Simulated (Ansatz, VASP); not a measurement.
## Al12Cl: VASP beside Ansatz

```
CELL_PARAMETERS angstrom
5.72757 0.00000 0.00000
2.86378 4.96022 0.00000
0.00000 0.00000 16.67654
ATOMIC_POSITIONS crystal
Al 0.16667 0.16667 0.05996
Al 0.66667 0.16667 0.05996
Al 0.16667 0.66667 0.05996
Al 0.66667 0.66667 0.05996
Al 0.83399 0.33486 0.19892
Al 0.33433 0.33425 0.19299
Al 0.83396 0.83389 0.19915
Al 0.33492 0.83392 0.19892
Al 0.00100 0.00088 0.33271
Al 0.48855 0.02507 0.33445
Al 0.02521 0.48843 0.33445
Al 0.48861 0.48850 0.33423
Cl 0.66949 0.66927 0.44263
```

Alike in both runs: functional PBEsol; k mesh 3 × 3 × 1; occupations gaussian, width 0.05 eV; no spin polarisation.

Ansatz relaxed the structure, and its values are those at the end. VASP's run is a single point on that final structure, the one shown.

|  | VASP | Ansatz |
| --- | --- | --- |
| version | VASP 6.6.1 | Ansatz 0.2.0 |
| potentials or method | VASP PAW PBE potentials, release 64 (Al, Cl) | scalar-relativistic, plane waves, PAW |
| plane-wave cutoff (eV) | 520 | 420 |
| valence electrons in the cell | 43 | 43 |

```tsv
	VASP	Ansatz	Ansatz less VASP
rms of the force components (eV/Å)	0.073	0.073	-0.0001
```

Caveats: the k mesh is coarse (spacing up to 0.42 Å⁻¹), so the values aren't converged; the PAW data sets were made with another functional, which shifts forces and pressure a little (VASP); an odd number of electrons without spin polarisation forces a metal; a magnetic or distorted state may lie lower.
